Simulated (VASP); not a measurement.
Here is the system:

```xyz
8
Lattice="6.0932 -0.0169 0.0000 -0.0169 6.0932 0.0000 0.0000 0.0000 6.1522" Properties=species:S:1:pos:R:3 pbc="T T T"
Sn     0.0000     0.0000     6.0431
Sn     1.5191     1.5191     1.6471
Sn     3.0382     3.0382     6.0431
Sn     4.5572     4.5572     1.6471
Ge     3.0466    -0.0084     3.1736
Ge     4.5657     1.5106     4.5167
Ge    -0.0084     3.0466     3.1736
Ge     1.5106     4.5657     4.5167
```

Calculation: PBEsol GGA, VASP's PBE PAW potentials (set 64) (plane waves; VASP 6.6.1). Settings: 400 eV cut-off, 6×6×6 Γ-centred mesh, tetrahedra with Blöchl corrections, potentials Sn_d Ge_d.

Unless said otherwise, spin-orbit coupling is left out, though it shifts the bands of the heavy elements here.

Task: What does the run give for the energy per atom (σ→0), band gap (on the k-mesh) with the smallest direct gap where there is one?

Result: 
```json
{
  "band gap (on the k-mesh)": "none (metal, semimetal or under 0.01 eV)",
  "energy per atom (σ→0)": "-4.522 eV/atom"
}
```

Only differences to runs with the same potentials and settings are physical.

The structure was generated: Sn4Ge4 was put into an ordered model structure (Pmma), which need not be its known phase. It was relaxed first.
